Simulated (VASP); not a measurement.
Input for VASP

### INCAR
```
SYSTEM = Bi
PREC = Accurate
ENCUT = 400
EDIFF = 1E-6
NELM = 100
ALGO = Normal
LREAL = .FALSE.
LASPH = .TRUE.
ISMEAR = 1
SIGMA = 0.1
GGA = PE
LMAXMIX = 4
LWAVE = .FALSE.
LCHARG = .FALSE.
ISIF = 2
NBANDS = 14
```

### KPOINTS
```
Automatic mesh
0
Gamma
8 8 8
0 0 0
```

File POSCAR:
```
Bi
1
    4.1658200000    -2.2750000000     0.0000000000
    4.1658200000     2.2750000000     0.0000000000
    2.9234170000     0.0000000000     3.7394270000
Bi
2
Direct
  0.2340000000   0.2340000000   0.2340000000
  0.7660000000   0.7660000000   0.7660000000
```

POTCAR, in this order: Bi_d (PBE.64 set). Program: vasp_std.

### Question
Does this input run properly? What does VASP do?

### Answer
There is a fault: NBANDS is too small to hold all electrons. VASP stops with an error: The number of bands is not sufficient to hold all electrons. I am sorry, but this calculation does not make sense. If you want to calculate only selected states, you need to set either EFERMI or EREF. EREF specifies around which energy states are supposed to be calculated. I found NBANDS = 14, NELECT = 30. ----> I REFUSE TO CONTINUE WITH THIS SICK JOB ... BYE!!! <----

### standard output
```
 POSCAR found type information on POSCAR Bi
 POSCAR found :  1 types and       2 ions
 Reading from existing POTCAR
 Reading from existing POTCAR
 LDA part: xc-table for (Slater+PW92), standard interpolation

 -----------------------------------------------------------------------------
|                                                                             |
|     EEEEEEE  RRRRRR   RRRRRR   OOOOOOO  RRRRRR      ###     ###     ###     |
|     E        R     R  R     R  O     O  R     R     ###     ###     ###     |
|     E        R     R  R     R  O     O  R     R     ###     ###     ###     |
|     EEEEE    RRRRRR   RRRRRR   O     O  RRRRRR       #       #       #      |
|     E        R   R    R   R    O     O  R   R                               |
|     E        R    R   R    R   O     O  R    R      ###     ###     ###     |
|     EEEEEEE  R     R  R     R  OOOOOOO  R     R     ###     ###     ###     |
|                                                                             |
|     The number of bands is not sufficient to hold all electrons. I am       |
|     sorry, but this calculation does not make sense. If you want to         |
|     calculate only selected states, you need to set either EFERMI or        |
|     EREF. EREF specifies around which energy states are supposed to be      |
|     calculated.                                                             |
|     I found NBANDS = 14, NELECT = 30.                                       |
|                                                                             |
|       ---->  I REFUSE TO CONTINUE WITH THIS SICK JOB ... BYE!!! <----       |
|                                                                             |
 -----------------------------------------------------------------------------
```

To mend it, remove NBANDS.

The mended run (PBE GGA, plane waves, VASP's PBE PAW potentials (set 64)) converges, and its OSZICAR ends with
```
   1 F= -.77686643E+01 E0= -.77685841E+01  d E =-.240733E-03
```

The compound is Bi in the a7 structure. The cell was not relaxed at this level.
